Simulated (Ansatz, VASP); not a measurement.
Rb3Sr in VASP and in Ansatz

```
Sr Rb
1.0
    -3.41177    3.41177    6.93246
     3.41177   -3.41177    6.93246
     3.41177    3.41177   -6.93246
Sr Rb
1 3
Cartesian
  0.0000 0.0000 0.0000
  0.0000 0.0000 6.9325
  3.4118 0.0000 3.4662
  0.0000 3.4118 3.4662
```

The cell comes from a database or a generator and needn't be the stable form of this composition.

Alike in both runs: task single point; functional PBE; k mesh 6 × 6 × 6; occupations fermi-dirac, width 0.05 eV; no spin polarisation.

|  | VASP | Ansatz |
| --- | --- | --- |
| version | VASP 6.6.1 | Ansatz 0.2.0 |
| potentials or method | VASP PAW PBE potentials, release 64 (Sr_sv, Rb_sv) | Ansatz PAW |
| plane-wave cutoff (eV) | 520 | 420 |
| valence electrons in the cell | 37 | 37 |

```tsv
	VASP	Ansatz	Ansatz less VASP
gap on the k mesh at the Fermi level (eV)	none	none	-
pressure (GPa)	0.0	0.0	0.00
```

A gap of «none» marks a metal or a gap that the smearing closes.
